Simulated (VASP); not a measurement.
A run of VASP 6.6.1 is set up as follows.

File INCAR:

```
PREC = Accurate ; ENCUT = 450
EDIFF = 1E-6 ; ISMEAR = 0
SIGMA = 0.02 ; LREAL = False
LASPH = True ; NELM = 120
ALGO = Normal ; ISIF = 2
LWAVE = False ; LCHARG = False
GGA = CA ; KPAR = 2
```

KPOINTS

```
regular mesh
0
Gamma
  12 12 12
```

The input POSCAR:

```
ZnS                                     
1.0
    0.0000000000      2.7238519034      2.7238519034
    2.7238519034      0.0000000000      2.7238519034
    2.7238519034      2.7238519034     -0.0000000000
  Zn              S             
     1     1
Direct
     0.0000000000000000    0.0000000000000000    0.0000000000000000
     0.7500000000000000    0.7500000000000000    0.7500000000000000
```

File KPOINTS_OPT:

```
path GXWKGLUWLK,UX
20
line-mode
reciprocal
 0.0000000000  0.0000000000  0.0000000000  G
 0.5000000000  0.0000000000  0.5000000000  X

 0.5000000000  0.0000000000  0.5000000000  X
 0.5000000000  0.2500000000  0.7500000000  W

 0.5000000000  0.2500000000  0.7500000000  W
 0.3750000000  0.3750000000  0.7500000000  K

 0.3750000000  0.3750000000  0.7500000000  K
 0.0000000000  0.0000000000  0.0000000000  G

 0.0000000000  0.0000000000  0.0000000000  G
 0.5000000000  0.5000000000  0.5000000000  L

 0.5000000000  0.5000000000  0.5000000000  L
 0.6250000000  0.2500000000  0.6250000000  U

 0.6250000000  0.2500000000  0.6250000000  U
 0.5000000000  0.2500000000  0.7500000000  W

 0.5000000000  0.2500000000  0.7500000000  W
 0.5000000000  0.5000000000  0.5000000000  L

 0.5000000000  0.5000000000  0.5000000000  L
 0.3750000000  0.3750000000  0.7500000000  K

 0.6250000000  0.2500000000  0.6250000000  U
 0.5000000000  0.0000000000  0.5000000000  X
```

Potentials or basis: VASP PAW LDA potentials, release 64 (Zn, S).

Run with:

```sh
$ cat potpaw_LDA.64/Zn/POTCAR potpaw_LDA.64/S/POTCAR > POTCAR
$ mpirun -np 2 vasp_std > vasp.out
```

(1) Estimate the band gap on the k mesh.

(2) Predict the band gap along the path.

Results:

(1) 1.78 eV, direct.

(2) 1.78 eV, direct.

**What was measured.**

From “Electronic, vibrational, and thermodynamic properties of ZnS (zincblende and rocksalt structure)”, 2009, arxiv:0911.5022, for a bulk crystal of ZnS at 19 K: band gap 3.85 eV (direct).

Against the measured gap of ZnS, 3.85 eV (direct; 19 K; quoted in “Electronic, vibrational, and thermodynamic properties of ZnS (zincblende and rocksalt structure)”, 2009, arxiv:0911.5022), the calculated 1.78 eV is off by -2.07 eV. So large a miss can be the level of theory's own, or it may mean another phase, state or a wrong row. The value is that of LDA, without temperature or zero-point motion. Semilocal functionals fall short of measured gaps as a rule. The cell is a database's relaxed one, not the measured one, which moves gaps too.
